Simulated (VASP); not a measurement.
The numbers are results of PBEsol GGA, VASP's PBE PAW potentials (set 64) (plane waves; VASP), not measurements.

A VASP calculation is set up with these files.

### INCAR
```
LMAXMIX  =  6   # l cut-off of mixed one-centre charges
LREAL  =  F
SYSTEM  =  Mg2Au
ENCUT  =  300   # plane-wave cut-off (eV)
LWAVE  =  F
ALGO  =  Normal   # blocked Davidson
PREC  =  Accurate
LCHARG  =  F
LASPH  =  T   # aspherical one-centre terms
NELM  =  100   # most electronic steps
SIGMA  =  0.2
EDIFF  =  1E-6
ISIF  =  2
GGA  =  PS   # PBEsol
ISMEAR  =  0   # Gaussian
```

File POSCAR:
```
Mg2Au
1
    0.0000000000     4.1417540000     4.1417540000
    4.1417540000     0.0000000000     4.1417540000
    4.1417540000     4.1417540000     0.0000000000
Mg Au
4 2
Direct
  0.1250000000   0.1250000000   0.1250000000
  0.6250000000   0.1250000000   0.1250000000
  0.1250000000   0.6250000000   0.1250000000
  0.1250000000   0.1250000000   0.6250000000
  0.7500000000   0.7500000000   0.7500000000
  0.5000000000   0.5000000000   0.5000000000
```

KPOINTS:
```
Automatic mesh
0
Gamma
5 5 5
0 0 0
```

POTCAR, in this order: Mg Au (PBE.64 set). Program: vasp_std.

At this cut-off the stress carries a Pulay error, which pulls relaxed volumes low. Unless said otherwise, spin-orbit coupling is left out, though it shifts the bands of the heavy elements here.

### Question
What does the run give for the energy per atom (σ→0), pressure, band gap (on the k-mesh)?

### Answer

- energy per atom (σ→0): -2.303 eV/atom
- band gap (on the k-mesh): none (metal, semimetal or under 0.01 eV)
- pressure: -7.81 GPa

### OSZICAR
```
...
DAV:   6    -0.139729588607E+02    0.60573E+00   -0.42742E+00   421   0.159E+01    0.363E+00
DAV:   7    -0.138933914097E+02    0.79567E-01   -0.24585E-01   401   0.382E+00    0.177E+00
DAV:   8    -0.138558741522E+02    0.37517E-01   -0.89832E-02   448   0.146E+00    0.286E-01
DAV:   9    -0.138540449605E+02    0.18292E-02   -0.61949E-03   415   0.556E-01    0.198E-01
DAV:  10    -0.138535392663E+02    0.50569E-03   -0.24395E-03   429   0.287E-01    0.488E-02
DAV:  11    -0.138535343061E+02    0.49602E-05   -0.18528E-04   432   0.106E-01    0.117E-02
DAV:  12    -0.138535344391E+02   -0.13293E-06   -0.63620E-06   431   0.195E-02
   1 F= -.13853534E+02 E0= -.13817222E+02  d E =-.726240E-01
```

The structure was generated: Mg2Au was put into an ordered model structure, which need not be its known phase. The cell was not relaxed at this level. The run is one of a series of settings (GGA = PS against the base run), some of them coarse on purpose.
